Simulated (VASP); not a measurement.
Here is a VASP 6.6.1 calculation.

INCAR

```
SYSTEM = Be3Te2O
ALGO = Fast ; EDIFF = 1E-4
EDIFFG = -0.08 ; ENCUT = 520
GGA = PE ; IBRION = 2
ISIF = 3 ; ISMEAR = 0
LASPH = .True. ; LCHARG = .False.
LREAL = .False. ; LWAVE = .False.
NELM = 60 ; NSW = 24
PREC = Normal ; SIGMA = 0.15
```

The input KPOINTS:

```
k-points
0
Gamma
  3 3 4
  0 0 0
```

The input POSCAR:

```
Be3Te2O
1.0
    5.2000000000      0.0000000000      0.0000000000
   -2.6000000000      4.5033321000      0.0000000000
    0.0000000000      0.0000000000      4.0700000000
Be Te O
3 2 1
Direct
    0.3000000000      0.0000000000      0.0000000000
    0.0000000000      0.3000000000      0.0000000000
    0.7000000000      0.7000000000      0.0000000000
    0.3333333300      0.6666666700      0.5000000000
    0.6666666700      0.3333333300      0.5000000000
    0.0000000000      0.0000000000      0.0000000000
```

Potentials or basis: VASP PAW PBE potentials, release 64 (Be, Te, O).

The run is started by

```bash
$ cat potpaw_PBE.64/Be/POTCAR potpaw_PBE.64/Te/POTCAR potpaw_PBE.64/O/POTCAR > POTCAR
$ mpirun -np 1 vasp_std > vasp.out
```

Question: Predict the band gap on the k mesh.

Answer: None (metal or under the smearing width).

Question: What does it give for the relaxed volume?

Answer: 16.24 Å³/atom.

Final structure:
```yaml
crystal:
  lattice:
    - [5.88976, 0.00000, 0.00000]
    - [-2.94488, 5.10068, 0.00000]
    - [0.00000, 0.00000, 3.24304]
  atoms:
    - { symbol: Be, position: [0.26448, 0.00000, 0.00000] }
    - { symbol: Be, position: [0.00000, 0.26448, 0.00000] }
    - { symbol: Be, position: [0.73552, 0.73552, 0.00000] }
    - { symbol: Te, position: [0.33333, 0.66667, 0.50000] }
    - { symbol: Te, position: [0.66667, 0.33333, 0.50000] }
    - { symbol: O, position: [0.00000, 0.00000, 0.00000] }
```

Caveat: the k mesh is coarse (spacing up to 0.47 Å⁻¹), so the values aren't converged. The run has no spin-orbit coupling, so splittings on Te are missing.
